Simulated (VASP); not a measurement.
OSZICAR of a VASP run on CrO$_{2}$ (rutile):

OSZICAR:
```
       N       E                     dE             d eps       ncg     rms          rms(c)
DAV:   1     0.605249296058E+03    0.60525E+03   -0.26472E+04  7440   0.173E+03
DAV:   2    -0.557784377315E+01   -0.61083E+03   -0.56827E+03  8195   0.516E+02
DAV:   3    -0.666661355727E+02   -0.61088E+02   -0.59527E+02  8322   0.167E+02
DAV:   4    -0.680859698833E+02   -0.14198E+01   -0.13966E+01  8962   0.254E+01
DAV:   5    -0.681182572845E+02   -0.32287E-01   -0.32281E-01  9150   0.369E+00    0.434E+01
DAV:   6    -0.599280969302E+02    0.81902E+01   -0.11901E+02  8460   0.983E+01    0.350E+01
DAV:   7    -0.553620571214E+02    0.45660E+01   -0.77516E+01  8779   0.951E+01    0.193E+01
DAV:   8    -0.533889388349E+02    0.19731E+01   -0.59140E+00  8202   0.228E+01    0.709E+00
DAV:   9    -0.530323205991E+02    0.35662E+00   -0.14150E+00  9572   0.116E+01    0.219E+00
DAV:  10    -0.530439996798E+02   -0.11679E-01   -0.17383E-01  8296   0.364E+00    0.136E+00
DAV:  11    -0.530444687665E+02   -0.46909E-03   -0.21155E-02  9826   0.144E+00    0.601E-01
DAV:  12    -0.530424948877E+02    0.19739E-02   -0.63703E-03  9979   0.841E-01    0.216E-01
DAV:  13    -0.530424681355E+02    0.26752E-04   -0.81294E-04  9096   0.297E-01    0.898E-02
DAV:  14    -0.530424216200E+02    0.46516E-04   -0.18568E-04  9057   0.920E-02    0.453E-02
DAV:  15    -0.530424248209E+02   -0.32009E-05   -0.25047E-05  9042   0.370E-02    0.196E-02
DAV:  16    -0.530424233183E+02    0.15026E-05   -0.35069E-06  7094   0.197E-02    0.732E-03
DAV:  17    -0.530424229035E+02    0.41473E-06   -0.20331E-06  5555   0.134E-02
   1 F= -.53042423E+02 E0= -.53042866E+02  d E =-.530424E+02  mag=     4.0000
```

Which electronic solver shows in the log?

It is blocked Davidson (ALGO = Normal, or the opening steps of other solvers). The INCAR had ALGO = Normal.

How was spin treated?

Collinear spin (ISPIN = 2): the summary line carries one mag value, 4.00 μB in the cell.

Can the final energy be trusted as converged?

Self-consistency was reached. It stopped with EDIFF = 1E-6, NELM = 100, NSW = 60 and EDIFFG = -0.02 after 1 ionic step (PBEsol GGA, plane waves, VASP's PBE PAW potentials (set 64)). The moments were started parallel, and other spin orders were not tried in this run.

The compound is CrO2 in the rutile structure. It was relaxed first. The start is the result of an earlier pass.
